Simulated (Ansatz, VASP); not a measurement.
# Tc (linear Tc chain): VASP beside Ansatz

One calculation is typed for both programs; each brings its own data sets. How far apart do they land? The structure shown is the end of the Ansatz relaxation below. Other levels of theory on this material are compared in a session of their own.

Program: Ansatz 0.2.0. Level of theory: plane waves, with VASP 6.6.1 beside it; single point at PBEsol. Results are calculated unless marked as measured.

## 1. The structure

The cell holds 1 atom: 1 Tc. Its edges and angles: a = 7.500 Å, b = 7.500 Å, c = 2.146 Å, α = 90.0°, β = 90.0°, γ = 90.0°. Vacuum lies along a and b. The structure's axis is c.

As a file:

```cif
data_structure
_symmetry_space_group_name_H-M 'P 1'
_symmetry_Int_Tables_number 1
_cell_length_a 7.5000
_cell_length_b 7.5000
_cell_length_c 2.1459
_cell_angle_alpha 90.000
_cell_angle_beta 90.000
_cell_angle_gamma 90.000
_cell_volume 120.71
loop_
_atom_site_label
_atom_site_type_symbol
_atom_site_fract_x
_atom_site_fract_y
_atom_site_fract_z
_atom_site_occupancy
Tc1 Tc 0.50000 0.50000 0.00000 1
```

## 2. Ansatz: relaxation, PBEsol

Ansatz runs on its default PAW (the set named soft_2) files.

This run makes the geometry at which the two programs are then compared.

Input file input.yaml:

```yaml
crystal:
  lattice:
    - [7.5, 0.0, 0.0]
    - [0.0, 7.5, 0.0]
    - [0.0, 0.0, 2.7342]
  atoms:
    - { symbol: Tc, position: [0.5, 0.5, 0.0], spin: 2.0 }
magnetization:
  spin_polarized: true
kpoints:
  mp_grid: { grid: [1, 1, 30] }
scf:
  occupations: { method: fermi_dirac, width: 0.05 }
hamiltonian:
  xc: pbesol
relax:
  cell: { fix: [a, b, alpha, beta, gamma] }
  max_steps: 60
```

The run is started by

```
$ ansatz run input.yaml --threads 4 --pin off --max-ram 8192MiB --backend cpu --events-out ev --progress --plain --runs-dir out
```

Numbers of over 12 decimals in the logs are rounded to 6 here.

The program printed:

```text
Engine: ansatz 0.2.0, aarch64-unknown-linux-gnu
Pseudopotentials: kind: paw
Pseudopotential: Tc, paw, valence charge 15, recommended cutoff 500 eV (normal), Tc.paw.azcp
Functional definition: PBEsol
  exchange = pbesol_x
  correlation = pbesol_c
Crystal: 1 atoms, lattice volume = 153.799 Å³
Basis set: ecut = 500 eV, 3865 PW (Γ), exchange–correlation on 120×120×40 points (8 copies of the dense FFT grid, shifted against one another)
Bands: 13, of which v1, the nominal top of the filled ones, is band 8 counted from 1 (7 counted from 0)
Symmetry: 16 space group operations
Space group: P4/mmm (ITA 123), of the structure as read, at distance tolerance 5.4e-5 Å
Magnetic group: BNS 123.339 (UNI 999), of the structure as read, at distance tolerance 5.4e-5 Å
k-points: 16 of 30
Non-local potential: Tc, projectors of the file, l = 0: 3, l = 1: 3, l = 2: 2, l = 3: 2
PAW form: soft (Blöchl's): semilocal exchange-correlation on the pseudo side does not see the compensation charge
PAW frozen core: Tc, regenerated for the run's functional, and the local potential with it (the file was generated under x = pbe(κ = 0.804, μ = 0.219515), c = pbe(β = 0.066725))
PAW one-centre angular grid: Tc, 590 points (default); XC on 64 Gauss nodes
Initial density: superposition of atomic densities (neutral atoms: chi_scale 0, normalization atom)
Starting moments: Σ|m| = 2 μB on 1 of 1 site
Initial wavefunctions: pseudopotential atomic-orbital guess
Functional: x = pbesol(κ = 0.804, μ = 0.123457), c = pbesol(β = 0.046)
SCF iter   1: F=—  HF=-5331.494323 eV  |F-HF|=—  |Δ(HF+E_count)|=         —  Δρ=1.89e-2 (↑1.75e-2 ↓1.89e-2)  dr2=1.29e0  dr2_m=3.33e-1  M=2.537 μB ∫|m|=2.537 μB  β_m=0.30  ethr=3.10e-3  ⟨swp⟩=5.6  Hψ=2248  notcnv=0
Mixer restart at iter 1: flushing history
preconditioner: auto → LDOS  [metal: Δε(μ)=0.060 eV  Ē_g=4.716 eV  σ=0.050 eV  W_gap=0.29  n_scr=12 (ndim 8)  ℏωp=7.9 eV  f_vac=0.616  D(μ)=4.31/eV (n_scr^D=20)]
spin=Collinear: LDOS preconditioning applied to the charge; magnetization (m = ρ↑ − ρ↓) channel mixes plain (no charge-response kernel on spin).
SCF iter   2: F=—  HF=-5331.591769 eV  |F-HF|=—  |Δ(HF+E_count)|=   9.74e-2  Δρ=1.33e-2 (↑1.28e-2 ↓1.33e-2)  dr2=6.67e-1  dr2_m=1.76e-1  M=2.665 μB ∫|m|=2.665 μB  β_m=0.65  ethr=3.10e-3  ⟨swp⟩=2.2  Hψ=840  notcnv=0  defer=2
SCF iter   3: F=—  HF=-5331.774429 eV  |F-HF|=—  |Δ(HF+E_count)|=   1.83e-1  Δρ=5.72e-3 (↑5.72e-3 ↓5.16e-3)  dr2=5.99e-2  dr2_m=3.28e-2  M=3.212 μB ∫|m|=3.212 μB  β_m=0.82  ethr=3.10e-3  ⟨swp⟩=2.9  Hψ=815  notcnv=0  defer=2
SCF iter   4: F=—  HF=-5331.908019 eV  |F-HF|=—  |Δ(HF+E_count)|=         —  Δρ=5.86e-3 (↑5.86e-3 ↓4.35e-3)  dr2=2.58e-2  dr2_m=3.20e-2  M=3.741 μB ∫|m|=3.741 μB  β_m=0.82  ethr=3.99e-4  ⟨swp⟩=3.4  Hψ=1046  notcnv=0  defer=4
Mixer restart at iter 4: flushing history
SCF iter   5: F=—  HF=-5331.904303 eV  |F-HF|=—  |Δ(HF+E_count)|=   3.72e-3  Δρ=1.88e-3 (↑1.88e-3 ↓1.10e-3)  dr2=3.31e-3  dr2_m=2.79e-3  M=3.780 μB ∫|m|=3.780 μB  β_m=0.91  ethr=1.72e-4  ⟨swp⟩=2.6  Hψ=774  notcnv=0  defer=4
SCF iter   6: F=—  HF=-5331.904486 eV  |F-HF|=—  |Δ(HF+E_count)|=   1.82e-4  Δρ=5.72e-4 (↑5.72e-4 ↓2.60e-4)  dr2=8.58e-4  dr2_m=1.55e-4  M=3.814 μB ∫|m|=3.814 μB  β_m=0.90  ethr=2.20e-5  ⟨swp⟩=2.2  Hψ=639  notcnv=0  defer=4
SCF iter   7: F=—  HF=-5331.904427 eV  |F-HF|=—  |Δ(HF+E_count)|=   5.93e-5  Δρ=1.39e-4 (↑1.39e-4 ↓1.18e-4)  dr2=2.34e-5  dr2_m=1.80e-5  M=3.814 μB ∫|m|=3.814 μB  β_m=0.95  ethr=5.72e-6  ⟨swp⟩=2.2  Hψ=719  notcnv=0  defer=4
SCF iter   8: F=—  HF=-5331.904444 eV  |F-HF|=—  |Δ(HF+E_count)|=   1.76e-5  Δρ=2.49e-5 (↑2.49e-5 ↓2.07e-5)  dr2=3.43e-6  dr2_m=4.81e-8  M=3.813 μB ∫|m|=3.813 μB  β_m=0.91  ethr=1.56e-7  ⟨swp⟩=2.5  Hψ=796  notcnv=0  defer=4
SCF iter   9: F=—  HF=-5331.904445 eV  |F-HF|=—  |Δ(HF+E_count)|=   5.57e-7  Δρ=4.53e-6 (↑4.53e-6 ↓2.64e-6)  dr2=7.51e-8  dr2_m=7.17e-9  M=3.813 μB ∫|m|=3.813 μB  β_m=0.96  ethr=2.29e-8  ⟨swp⟩=2.2  Hψ=633  notcnv=0  defer=4
SCF iter  10: F=-5331.904445 eV  HF=-5331.904445 eV  |F-HF|=1.48e-9  |Δ(HF+E_count)|=   5.61e-8  Δρ=1.22e-6 (↑1.22e-6 ↓4.22e-7)  dr2=2.15e-9  dr2_m=8.23e-10  M=3.813 μB ∫|m|=3.813 μB  ethr=5.01e-10  ⟨swp⟩=2.2  Hψ=1378  notcnv=0
SCF 1 converged in 10 iterations: F = -5331.904445 eV  dr2 = 2.15e-9
  greatest PAW one-centre occupation: 0.990 electrons in one spin orbital (limit 2), on the Tc atom at site 0 (counted from 0), in its partial waves of l = 0
relax step   1: F+E_penalty+E_count = -5331.90444482 eV  Δ(F+E_penalty+E_count) = +0.000e0 eV  max|allowed force component| = 0.000e0 eV/Å  Δτ_max = 0.0000 Å  P = -1.582 GPa  Ω = 153.799 Å³  fix = [a, b, alpha, beta, gamma]  reactions: a -0.142, b -0.142 GPa  (10 SCF iters, dr2 threshold 1.00e-7 eV, accepted)
[...]
relax step   8: F+E_penalty+E_count = -5332.94750719 eV  Δ(F+E_penalty+E_count) = -8.437e-4 eV  max|allowed force component| = 0.000e0 eV/Å  Δτ_max = 0.0000 Å  P = -0.125 GPa  Ω = 120.645 Å³  energy of the carried Pulay correction = +6.786e-4 eV  fix = [a, b, alpha, beta, gamma]  reactions: a -0.225, b -0.225 GPa  (7 SCF iters, dr2 threshold 1.00e-7 eV, accepted)
[...]
relax step   9: F+E_penalty+E_count = -5332.94751982 eV  Δ(F+E_penalty+E_count) = -1.263e-5 eV  max|allowed force component| = 0.000e0 eV/Å  Δτ_max = 0.0000 Å  P = -0.150 GPa  Ω = 120.705 Å³  energy of the carried Pulay correction = +6.773e-4 eV  fix = [a, b, alpha, beta, gamma]  reactions: a -0.225, b -0.225 GPa  (6 SCF iters, dr2 threshold 1.40e-8 eV, accepted)
[...]
relax step  10: F+E_penalty+E_count = -5332.94725648 eV  Δ(F+E_penalty+E_count) = +2.633e-4 eV  max|allowed force component| = 0.000e0 eV/Å  Δτ_max = 0.0000 Å  P = -0.151 GPa  Ω = 120.705 Å³  fix = [a, b, alpha, beta, gamma]  reactions: a -0.225, b -0.225 GPa  stress off target by 2.64e-3 GPa on what of the cell is left free  SCF on the basis re-selected at this cell (its energy is not comparable with the rows above)  (8 SCF iters)
basis re-selected at this cell: Δ(F+E_penalty+E_count) = +2.633e-4 eV, ΔP = -0.001 GPa vs the last step (what re-selecting the basis moved, of the pressure what is left beyond the Pulay correction that the steps carried, after the strain that the cell walked since its last selection, with what the two solves' SCF thresholds leave and, on support functions, any second-order correction that the steps lacked; it is no measure of the basis error at this ecutwfc). The dense FFT grid was sized anew with the basis: this SCF ran on 60×60×16 points, the steps before it on 60×60×20, so part of this shift can come from that change (see relax.cell in the input reference). [rest of the remark cut]
SCF converged after 8 iterations
Magnetization: -0.0000 μB (7.5000 up, 7.5000 down)
Absolute magnetization: 0.0000 μB (∫|ρ↑−ρ↓|, with the PAW one-centre terms)
Spin contamination: 0.0000 ħ² per cell (⟨S²⟩ above its minimum at these occupations)
Per-site moments (μB) at R_I (Å): [(-2.037359244234927e-9, 0.885173)]
Free energy (F): -5332.947256 eV
Harris-Foulkes:  -5332.947256 eV  (|F-HF|=1.82e-12)
Internal energy: -5332.934816 eV  (E = F + TS)
E sigma→0 (E₀):  -5332.941036 eV
Entropy (-TS):   -0.012440 eV (-12.440 meV/atom)
Fermi energy:    -1.647640 eV
--- Per-component energies (eV) ---
  E_band       = -404.023331
  E_kinetic    = 627.295066
  E_local      = -4153.099323  (includes V_loc(G=0)·N_el)
  E_nonlocal   = 289.661006
  E_hartree    = 1621.751169
  E_xc         = -234.400615
  E_vxc        = -289.352251  (∫ρ·V_xc dr)
  E_paw        = -3219.983786  (= ΣΔE_a)
  E_vpaw       = -122.030175  (= ΣTr[D̂ρ^β])
  E_aug_tail   = -0.000012  (compensation charges beyond the density's cutoff)
  E_ewald      = -264.385167
  E_core_change = 0.226845  (= ΣΔE_core)
  E_smearing   = -0.012440  (= −TS)
  E_closure    = 0.000000  (closes the sum)
  Σ components = -5332.947256   (vs F -5332.947256, Δ=0.00e0)
--- Forces (eV/Å), atoms counted from 1 ---
  atom   1  Tc     0.00000000    -0.00000000     0.00000000
  max |Σ_I F_I| component: 8.84e-29 eV/Å
--- Stress (GPa, compression-positive) ---
       -0.225498       0.000000       0.000000
        0.000000      -0.225498       0.000000
        0.000000       0.000000      -0.002636
  P = ⅓ Tr σ = -0.1512 GPa (-1.512 kbar)
--- Relaxed structure (9 steps of the walk, 8 accepted, 1 SCFs on fresh bases) ---
  F+E_penalty+E_count = -5332.94725648 eV   max|allowed force component| = 0.000e0 eV/Å   (the final SCF, on the basis selected at the relaxed cell)
  cell:  # Å, volume = 120.7054 Å³
    - [7.5, 0.0, 0.0]
    - [0.0, 7.5, 0.0]
    - [0.0, 0.0, 2.145874]
  atoms:
    - { symbol: Tc, position: [0.5, 0.5, 0.0] }
```

Reading the cycles: dr2 is the Hartree energy of the density residual (eV), the measure of convergence; HF is the Harris–Foulkes estimate of the energy, which meets the free energy F at convergence.

## 3. VASP: single point, PBEsol

The same cell, functional, mesh and smearing now go to VASP, with its own data sets.

Lines of VASP's logs that name or quote its potential files are left out, and so is its time.

Input file INCAR:

```
SYSTEM = Tc
PREC = Accurate
ENCUT = 500
EDIFF = 1E-06
NELM = 200
ISMEAR = -1
SIGMA = 0.05
LREAL = .FALSE.
ALGO = Normal
GGA = PS
NBANDS = 13
ISPIN = 2
MAGMOM = -0
LASPH = .TRUE.
LMAXMIX = 4
LORBIT = 11
LWAVE = .FALSE.
LCHARG = .FALSE.
ISIF = 2
GGA_COMPAT = .FALSE.
KPAR = 2
```

Input file POSCAR:

```
Tc
1.0
    7.5000000000      0.0000000000      0.0000000000
    0.0000000000      7.5000000000      0.0000000000
    0.0000000000      0.0000000000      2.1458741383
Tc
1
Direct
    0.5000000000      0.5000000000      0.0000000000
```

Input file KPOINTS:

```
Automatic mesh
0
Gamma
1 1 30
0 0 0
```

The projector-augmented-wave data sets are Tc_pv (PBE family, release 64).

The run is started by

```
$ mpirun -np 2 vasp_std
```

The program printed:

```text
[banner, memory and clock lines left out]
running    2 mpi-ranks, on    1 nodes
 distrk:  each k-point on    1 cores,    2 groups
 distr:  one band on    1 cores,    1 groups

 POSCAR found type information on POSCAR Tc
 POSCAR found :  1 types and       1 ions
|                                                                             |
|               ----> ADVICE to this user running VASP <----                  |
|                                                                             |
|     You enforced a specific xc type in the INCAR file but a different       |
|     [... a line on the potential file left out ...]
|     I HOPE YOU KNOW WHAT YOU ARE DOING!                                     |
|                                                                             |

 LDA part: xc-table for (Slater+PW92), standard interpolation
 POSCAR, INCAR and KPOINTS ok, starting setup
 FFT: planning ... GRIDC
 FFT: planning ... GRID_SOFT
 FFT: planning ... GRID
 WAVECAR not read
 entering main loop
       N       E                     dE             d eps       ncg     rms          rms(c)
DAV:   1     0.972148583840E+02    0.97215E+02   -0.65086E+03  1141   0.701E+02
DAV:   2    -0.437289651762E+01   -0.10159E+03   -0.98193E+02   967   0.186E+02
DAV:   3    -0.670794188849E+01   -0.23350E+01   -0.21939E+01  1017   0.346E+01
DAV:   4    -0.672716390934E+01   -0.19222E-01   -0.19207E-01   872   0.328E+00
DAV:   5    -0.672739950878E+01   -0.23560E-03   -0.23560E-03   913   0.323E-01    0.133E+01
DAV:   6    -0.657984306074E+01    0.14756E+00   -0.14128E-01   862   0.351E+00    0.685E+00
DAV:   7    -0.653761364698E+01    0.42229E-01   -0.71910E-02   862   0.240E+00    0.684E-01
DAV:   8    -0.653603794475E+01    0.15757E-02   -0.50403E-03   912   0.514E-01    0.105E-01
DAV:   9    -0.653604055424E+01   -0.26095E-05   -0.36206E-04   867   0.154E-01    0.639E-02
DAV:  10    -0.653627798363E+01   -0.23743E-03   -0.21634E-04   857   0.116E-01    0.228E-02
DAV:  11    -0.653654057183E+01   -0.26259E-03   -0.12683E-04   862   0.586E-02    0.128E-02
DAV:  12    -0.653662430852E+01   -0.83737E-04   -0.16626E-05   863   0.179E-02    0.630E-03
DAV:  13    -0.653666018796E+01   -0.35879E-04   -0.37053E-06   830   0.716E-03    0.392E-03
DAV:  14    -0.653667631533E+01   -0.16127E-04   -0.44203E-06   852   0.985E-03    0.123E-03
DAV:  15    -0.653667642172E+01   -0.10639E-06   -0.15871E-07   627   0.232E-03
   1 F= -.65366764E+01 E0= -.65305043E+01  d E =-.123442E-01  mag=    -0.0000
```

Parts of OUTCAR (step 3):

```text
ion  position               nearest neighbor table
   1  0.500  0.500  0.000-

  LATTYP: Found a simple tetragonal cell.
 ALAT       =     7.5000000000
 C/A-ratio  =     0.2861165518

 Subroutine GETGRP returns: Found 16 space group operations
 (whereof 16 operations were pure point group operations)

The static configuration has the point symmetry D_4h.

 Found     16 irreducible k-points:

   k-points           NKPTS =     16   k-points in BZ     NKDIM =     16   number of bands    NBANDS=     13

   dimension x,y,z NGX =    56 NGY =   56 NGZ =   16
   dimension x,y,z NGXF=   112 NGYF=  112 NGZF=   32

   ENCUT  =  500.0 eV  36.75 Ry    6.06 a.u.  13.67 13.67  3.91*2*pi/ulx,y,z

   NELECT =      13.0000    total number of electrons

 k-points in reciprocal lattice and weights: Automatic mesh
   0.00000000  0.00000000  0.00000000       0.033
   0.00000000  0.00000000  0.03333333       0.067
   0.00000000  0.00000000  0.06666667       0.067
   0.00000000  0.00000000  0.10000000       0.067
   0.00000000  0.00000000  0.13333333       0.067
   0.00000000  0.00000000  0.16666667       0.067
   0.00000000  0.00000000  0.20000000       0.067
   0.00000000  0.00000000  0.23333333       0.067
   0.00000000  0.00000000  0.26666667       0.067
[...]
0.00000000  0.00000000  0.46666667       0.067
   0.00000000  0.00000000  0.50000000       0.033

 average (electrostatic) potential at core
       1 -82.1893

 E-fermi :  -2.8048

 spin component 1
 k-point     1 :       0.0000    0.0000    0.0000
  band No.  band energies     occupation
    ...
      3     -39.5491      1.00000
      4      -8.3906      1.00000
      5      -4.3250      1.00000
      6      -4.2427      1.00000
      7      -4.2310      1.00000
      8      -0.2795      0.00000
      9      -0.2795      0.00000
     10       1.3469      0.00000
     11       1.3469      0.00000
     12       1.9175      0.00000
    ...

 k-point     2 :       0.0000    0.0000    0.0333
  band No.  band energies     occupation
    ...
      3     -39.6095      1.00000
      4      -8.2719      1.00000
      5      -4.2898      1.00000
      6      -4.2224      1.00000
      7      -4.2109      1.00000
      8      -0.3783      0.00000
      9      -0.3783      0.00000
     10       1.3399      0.00000
     11       1.3399      0.00000
     12       1.9534      0.00000
    ...

 k-point     3 :       0.0000    0.0000    0.0667
  band No.  band energies     occupation
    ...
      3     -39.7863      1.00000
      4      -7.9217      1.00000
      5      -4.1835      1.00000
      6      -4.1620      1.00000
      7      -4.1508      1.00000
      8      -0.6834      0.00000
      9      -0.6834      0.00000
     10       1.3575      0.00000
     11       1.3575      0.00000
     12       2.0610      0.00000
    ...

 k-point     4 :       0.0000    0.0000    0.1000
  band No.  band energies     occupation
    ...
      3     -40.0671      1.00000
      4      -7.3571      1.00000
      5      -4.0629      1.00000
      6      -4.0523      1.00000
      7      -4.0034      1.00000
      8      -1.1828      0.00000
      9      -1.1828      0.00000
     10       1.4553      0.00000
     11       1.4553      0.00000
     12       2.2404      0.00000
    ...

 k-point     5 :       0.0000    0.0000    0.1333
  band No.  band energies     occupation
    ...
      3     -40.4335      1.00000
      4      -6.6073      1.00000
      5      -3.9275      1.00000
      6      -3.9175      1.00000
      7      -3.7435      1.00000
      8      -1.8214      0.00000
      9      -1.8214      0.00000
     10       1.6492      0.00000
     11       1.6492      0.00000
     12       2.4918      0.00000
    ...

 k-point     6 :       0.0000    0.0000    0.1667
  band No.  band energies     occupation
    ...
      3     -40.8632      1.00000
      4      -5.7167      1.00000
      5      -3.7591      1.00000
      6      -3.7500      1.00000
      7      -3.3883      0.99999
      8      -2.5350      0.00452
      9      -2.5350      0.00452
     10       1.9329      0.00000
     11       1.9329      0.00000
     12       2.8157      0.00000
    ...

  Total       -0.1987131     -0.1987131     -0.1141132      0.0000000      0.0000000      0.0000000
  in kB       -2.6376085     -2.6376085     -1.5146758      0.0000000      0.0000000      0.0000000
  external PRESSURE =      -2.2632976 kB  Pullay stress =       0.0000000 kB

  energy-cutoff  :      500.00
  volume of cell :      120.71
      direct lattice vectors                 reciprocal lattice vectors
     7.500000000  0.000000000  0.000000000     0.133333333  0.000000000  0.000000000
     0.000000000  7.500000000  0.000000000     0.000000000  0.133333333  0.000000000
     0.000000000  0.000000000  2.145874138     0.000000000  0.000000000  0.466010556

 POSITION                                       TOTAL-FORCE (eV/Angst)
 -----------------------------------------------------------------------------------
      3.75000      3.75000      0.00000         0.000000      0.000000      0.000000
 -----------------------------------------------------------------------------------
    total drift:                                0.000000      0.000000      0.000000

  FREE ENERGIE OF THE ION-ELECTRON SYSTEM (eV)
  ---------------------------------------------------
  free  energy   TOTEN  =        -6.5366764217 eV

  energy  without entropy=       -6.5243322110  energy(sigma->0) =       -6.53050432

 total charge
# of ion       s       p       d       tot
------------------------------------------
    1        0.437   6.180   5.497  12.115

 magnetization (x)
# of ion       s       p       d       tot
------------------------------------------
    1       -0.000   0.000  -0.000  -0.000

[... 6 further parts left out ...]
```

## 4. Side by side

Known differences besides the potentials themselves: the data sets hold 15 valence electrons in Ansatz (on its default PAW (the set named soft_2) files) and 13 in VASP; Ansatz makes its cores anew for this functional, VASP keeps those of its PBE data sets; Ansatz's pressure holds a Pulay correction, VASP's none. Total energies have different zeros and are not compared.

Both answers:

| quantity | Ansatz | VASP | difference |
| --- | --- | --- | --- |
| pressure (GPa) | -0.15 | -0.23 | +0.08 |

## 5. Summary of results

| Quantity | Value |
| --- | --- |
| difference in pressure (single point, PBEsol) | 0.075 GPa |

What this shows: The difference in pressure is 0.075 GPa (single point, PBEsol), within the 1 GPa picked in this series as the mark of a large difference. The data sets hold unlike numbers of valence electrons (15 in Ansatz and 13 in VASP), so part of the differences comes from the potentials. 3 further runs of this series are not shown here. Such differences can come from data sets, numerical settings and the points named under the comparisons, not from the functional's error against experiment.

[Lines on the potential files, build, host, timing and source positions are cut from VASP's logs without a mark.]

[Logs are printed without paths, hosts, clocks, repeated set-up lines and the standing remarks that a program may print on its own settings, such as how far it seeks lower states.]

[Hosts, paths, dates, database ids (printed as entryN), source tags and the programs' standing remarks are cut or masked in the printed files.]
